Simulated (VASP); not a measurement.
An input for Quantum ESPRESSO's pw.x (written as the equivalent of a VASP run, and not itself run):

```
&CONTROL
  calculation = 'scf'
  pseudo_dir = './pseudo'
  outdir = './out'
  tprnfor = .true.
  tstress = .true.
/
&SYSTEM
  ibrav = 0
  nat = 2
  ntyp = 2
  ecutwfc = 84
  occupations = 'smearing'
  smearing = 'methfessel-paxton'
  degauss = 0.00735
  input_dft = 'pbe'
/
&ELECTRONS
  conv_thr = 7.3e-08
  electron_maxstep = 100
/
ATOMIC_SPECIES
  Zn 65.380 Zn.upf
  Au 196.967 Au.upf
CELL_PARAMETERS angstrom
     3.1500000    0.0000000    0.0000000
     0.0000000    3.1500000    0.0000000
     0.0000000    0.0000000    3.1500000
ATOMIC_POSITIONS crystal
  Zn   0.5000000  0.5000000  0.5000000
  Au   0.0000000  0.0000000  0.0000000
K_POINTS automatic
  10 10 10 0 0 0
```

Task: Write the VASP files for the same calculation (PBE).

Result: One answer among several that fit: 
**KPOINTS**
```
Automatic
0
Gamma
 10 10 10
0 0 0
```

File POSCAR:
```
AuZn
1
    3.1500000000     0.0000000000     0.0000000000
    0.0000000000     3.1500000000     0.0000000000
    0.0000000000     0.0000000000     3.1500000000
Zn Au
1 1
Direct
  0.5000000000   0.5000000000   0.5000000000
  0.0000000000   0.0000000000   0.0000000000
```

**INCAR**
```
SYSTEM = AuZn
PREC = Accurate
ENCUT = 400
EDIFF = 1E-6
NELM = 100
ALGO = Normal
LREAL = .FALSE.
LASPH = .TRUE.
ISMEAR = 1
SIGMA = 0.1
GGA = PE
LMAXMIX = 6
LWAVE = .FALSE.
LCHARG = .FALSE.
ISIF = 2
```

POTCAR, in this order: Zn Au (PBE.64 set). Program: vasp_std.

The two are equivalent in intent, not identical: the potentials are each code's own (VASP's PAW set, PseudoDojo norm-conserving files in pw.x), so ENCUT and ecutwfc are chosen apart and not converted; conv_thr bounds pw.x's estimated SCF error, while EDIFF bounds the energy change between steps.

The compound is AuZn in the CsCl type structure. The cell was not relaxed at this level.
